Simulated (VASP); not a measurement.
Here is the system:

```
CELL_PARAMETERS angstrom
      0.00000     2.70292     2.70292
      2.70292     0.00000     2.70292
      2.70292     2.70292     0.00000
ATOMIC_POSITIONS crystal
  Co 0.00000 0.00000 0.00000
  Si 0.25000 0.25000 0.25000
  Si 0.75000 0.75000 0.75000
```

Method: PBE GGA with D3 dispersion (Becke-Johnson damping), VASP's PBE PAW potentials (set 64) (plane waves; VASP). Run with 520 eV cut-off, 10×10×10 Γ-centred mesh, first-order Methfessel-Paxton smearing of 0.10 eV, potentials Co Si.

**Question.** Give the stress tensor in GPa (positive for a compressed cell).

**Answer.** 
```
-9.92   0.00   0.00
 0.00  -9.92   0.00
 0.00   0.00  -9.92
```
The pressure is its mean diagonal, -9.92 GPa.

The compound is CoSi2 in the fluorite structure. This cell is one point of a volume scan, at 1.06 of the reference volume. The run is not spin-polarised, so no magnetic state was tried. The electron count is odd and the run is not spin-polarised, which forces a metal.
